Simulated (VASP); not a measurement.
```
CELL_PARAMETERS angstrom
     -0.01184     5.74443     5.77242
      5.74443    -0.01184     5.77242
      2.86630     2.86630     0.00000
ATOMIC_POSITIONS crystal
  Zn 0.00090 0.00090 0.99819
  S  0.11128 0.11128 0.27744
  S  0.11773 0.64787 0.23440
  S  0.64787 0.11773 0.23440
  S  0.62543 0.62543 0.24914
  Hg 0.00457 0.49516 0.00027
  Hg 0.49516 0.00457 0.00027
  Hg 0.49705 0.49705 0.00589
```

Method: PBEsol GGA, VASP's PBE PAW potentials (set 64) (plane waves; VASP). Numerical set-up: 400 eV cut-off, 4×4×8 Γ-centred mesh, tetrahedra with Blöchl corrections, potentials Zn S Hg.

**Question.** Estimate the energy per atom (σ→0).

**Answer.** 
```json
{
  "energy per atom (σ→0)": "-2.904 eV/atom"
}
```

Only differences to runs with the same potentials and settings are physical.

The structure was generated: Hg3ZnS4 was put into an ordered model structure (Amm2), which need not be its known phase. It was relaxed first.
